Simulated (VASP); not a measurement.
Calculation: PBE GGA, VASP's PBE PAW potentials (set 64) (plane waves; VASP 6.6.1).

VASP input:

**KPOINTS**
```
Automatic mesh
0
G
 15 15 15
```

**INCAR**
```
# general
SYSTEM =Rh
PREC   =Accurate
ENCUT  =480   # plane-wave cut-off (eV)
LREAL  =.FALSE.
LASPH  =.TRUE.

# electronic loop
EDIFF  =1E-6
NELM   =100
ALGO   =Normal   # blocked Davidson
LMAXMIX=4   # l cut-off of mixed one-centre charges

# smearing
ISMEAR =1   # Methfessel-Paxton
SIGMA  =0.1   # width (eV)

# functional
GGA    =PE   # PBE

# ions
IBRION =2
NSW    =60   # most ionic steps
ISIF   =3
EDIFFG =-0.01

# output
LWAVE  =.FALSE.
LCHARG =.FALSE.
```

**POSCAR**
```
Rh
1
    0.0000000000     1.9000000000     1.9000000000
    1.9000000000     0.0000000000     1.9000000000
    1.9000000000     1.9000000000     0.0000000000
Rh
1
Direct
  0.0000000000   0.0000000000   0.0000000000
```

POTCAR, in this order: Rh (PBE.64 set). Program: vasp_std.

Output

### OSZICAR
```
       N       E                     dE             d eps       ncg     rms          rms(c)
DAV:   1     0.243704901768E+02    0.24370E+02   -0.41500E+03  1936   0.916E+02
DAV:   2    -0.768695912995E+01   -0.32057E+02   -0.31386E+02  2008   0.166E+02
DAV:   3    -0.780851604548E+01   -0.12156E+00   -0.12153E+00  3040   0.148E+01
DAV:   4    -0.780862290524E+01   -0.10686E-03   -0.10686E-03  2736   0.259E-01
DAV:   5    -0.780862293832E+01   -0.33075E-07   -0.33302E-07  2808   0.401E-03    0.105E+01
DAV:   6    -0.732211848563E+01    0.48650E+00   -0.16235E+00  2128   0.129E+01    0.390E+00
DAV:   7    -0.727915974073E+01    0.42959E-01   -0.12737E-01  3368   0.338E+00    0.145E+00
DAV:   8    -0.727274637040E+01    0.64134E-02   -0.40450E-03  2248   0.695E-01    0.378E-01
DAV:   9    -0.727221776448E+01    0.52861E-03   -0.14387E-04  3072   0.129E-01    0.131E-02
DAV:  10    -0.727222365987E+01   -0.58954E-05   -0.24962E-06  2800   0.131E-02    0.200E-03
DAV:  11    -0.727222352089E+01    0.13898E-06   -0.59228E-08  2128   0.282E-03
   1 F= -.72722235E+01 E0= -.72722111E+01  d E =-.727222E+01
       N       E                     dE             d eps       ncg     rms          rms(c)
DAV:   1    -0.754614575105E+01   -0.27392E+00   -0.70985E+00  2104   0.310E+01    0.360E+00
DAV:   2    -0.726208968107E+01    0.28406E+00   -0.12554E+00  2096   0.104E+01    0.111E+00
DAV:   3    -0.725627596896E+01    0.58137E-02   -0.26205E-02  3272   0.129E+00    0.578E-01
DAV:   4    -0.725628341251E+01   -0.74435E-05   -0.29423E-03  2272   0.413E-01    0.784E-02
DAV:   5    -0.725636649595E+01   -0.83083E-04   -0.10086E-04  3144   0.105E-01    0.183E-02
DAV:   6    -0.725637206835E+01   -0.55724E-05   -0.90800E-07  2480   0.128E-02    0.127E-03
DAV:   7    -0.725637211305E+01   -0.44707E-07   -0.66674E-08  1728   0.278E-03
   2 F= -.72563721E+01 E0= -.72563430E+01  d E =0.158514E-01
       N       E                     dE             d eps       ncg     rms          rms(c)
DAV:   1    -0.741184524195E+01   -0.15547E+00   -0.33484E+00  2176   0.212E+01    0.281E+00
DAV:   2    -0.728024767794E+01    0.13160E+00   -0.51749E-01  2040   0.699E+00    0.540E-01
DAV:   3    -0.727594844990E+01    0.42992E-02   -0.21608E-02  3304   0.124E+00    0.235E-01
DAV:   4    -0.727611693261E+01   -0.16848E-03   -0.18112E-03  2168   0.354E-01    0.182E-02
DAV:   5    -0.727612601905E+01   -0.90864E-05   -0.83748E-06  3368   0.314E-02    0.121E-02
DAV:   6    -0.727612598631E+01    0.32733E-07   -0.55062E-07  2024   0.840E-03
   3 F= -.72761260E+01 E0= -.72761102E+01  d E =-.390247E-02
```

File OUTCAR:
```
------------------------ aborting loop because EDIFF is reached ----------------------------------------
  FORCE on cell =-STRESS in cart. coord.  units (eV):
  Direction    XX          YY          ZZ          XY          YZ          ZX
  --------------------------------------------------------------------------------------
  Total       -0.0042312     -0.0042312     -0.0042312     -0.0000000      0.0000000      0.0000000
  in kB       -0.4850176     -0.4850176     -0.4850176     -0.0000000      0.0000000      0.0000000
  external PRESSURE =      -0.4850176 kB  Pullay stress =       0.0000000 kB
  volume of cell :       13.98
      direct lattice vectors                 reciprocal lattice vectors
     0.000000000  1.911891762  1.911891762    -0.261521081  0.261521081  0.261521081
     1.911891762  0.000000000  1.911891762     0.261521081 -0.261521081  0.261521081
     1.911891762  1.911891762  0.000000000     0.261521081  0.261521081 -0.261521081
 POSITION                                       TOTAL-FORCE (eV/Angst)
 -----------------------------------------------------------------------------------
      0.00000      0.00000      0.00000         0.000000      0.000000      0.000000
 -----------------------------------------------------------------------------------
    total drift:                                0.000000      0.000000      0.000000
  FREE ENERGIE OF THE ION-ELECTRON SYSTEM (eV)
  ---------------------------------------------------
  free  energy   TOTEN  =        -7.2761259863 eV

  energy  without entropy=       -7.2760786181  energy(sigma->0) =       -7.27611020

 reached required accuracy - stopping structural energy minimisation
```
(Selected blocks of OUTCAR.)

CONTCAR:
```
Rh
   1.00000000000000
     0.0000000000000000    1.9118917619799844    1.9118917619799844
     1.9118917619799844    0.0000000000000000    1.9118917619799844
     1.9118917619799844    1.9118917619799844    0.0000000000000000
  Rh
     1
Direct
     0.0000000000000000    0.0000000000000000    0.0000000000000000
```

The compound is Rh in the fcc structure. This run relaxes it. Symmetry was kept, so distortions that lower it aren't found.
